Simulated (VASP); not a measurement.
Here is the system:

```
CELL_PARAMETERS angstrom
      0.00000     3.22821     3.22821
      3.22821     0.00000     3.22821
     12.89435    12.89435     0.01850
ATOMIC_POSITIONS crystal
  Mg 0.99827 0.99827 0.00130
  Mg 0.99987 0.99987 0.25010
  Mg 0.00012 0.00012 0.49991
  Te 0.24990 0.24990 0.06258
  Te 0.25027 0.25027 0.31229
  Te 0.25258 0.25258 0.56057
  Te 0.24800 0.24800 0.81400
  Cd 0.00100 0.00100 0.74925
```

Calculation: PBEsol GGA, VASP's PBE PAW potentials (set 64) (plane waves; VASP). Settings: 400 eV cut-off, 7×7×2 Γ-centred mesh, tetrahedra with Blöchl corrections, potentials Mg Te Cd.

Unless said otherwise, spin-orbit coupling is left out, though it shifts the bands of the heavy elements here.

Problem. Predict the energy per atom (σ→0), band gap (on the k-mesh) with the smallest direct gap where there is one.

Solution. 
```yaml
band gap (on the k-mesh): 1.60 eV
smallest direct gap (on the k-mesh): 1.60 eV
energy per atom (σ→0): -3269 meV/atom
```

The structure was generated: CdMg3Te4 was put into an ordered model structure (R3m), which need not be its known phase. It was relaxed first.
